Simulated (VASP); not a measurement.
```yaml
crystal:
  lattice:
    - [1.36873, -2.37071, 0.00000]
    - [1.36873, 2.37071, 0.00000]
    - [0.00000, 0.00000, 4.38037]
  atoms:
    - { symbol: Tc, position: [0.33333, 0.66667, 0.25000] }
    - { symbol: Tc, position: [0.66667, 0.33333, 0.75000] }
```

Computed with rev-vdW-DF2, VASP's PBE PAW potentials (set 64) (plane waves; VASP). Settings: 520 eV cut-off, Gaussian smearing of 0.050 eV, potentials Tc_pv.

### Question
Give the energies of bands 7 to 16 at the high-symmetry points, in eV from the Fermi level.

### Answer

```tsv
band	Γ	M	K	A	L	H
7	-7.32	-5.39	-4.80	-5.39	-5.33	-3.87
8	-5.45	-4.74	-3.39	-5.39	-5.33	-3.87
9	-1.57	-4.61	-3.39	-1.87	-3.71	-3.28
10	-1.57	-1.94	-2.90	-1.87	-3.71	-3.28
11	-1.48	-1.13	-1.89	-1.71	0.12	-1.76
12	-0.84	-0.90	-1.89	-1.71	0.12	-1.76
13	-0.84	-0.49	-0.04	-1.71	1.46	-0.10
14	-0.16	2.94	2.33	-1.71	1.46	-0.10
15	-0.16	3.35	2.33	1.87	3.20	2.62
16	1.78	3.37	2.74	1.87	3.20	2.62
```

It has no gap at this level: it comes out as a metal or semimetal.

The compound is Tc in the hcp structure. It was relaxed first.
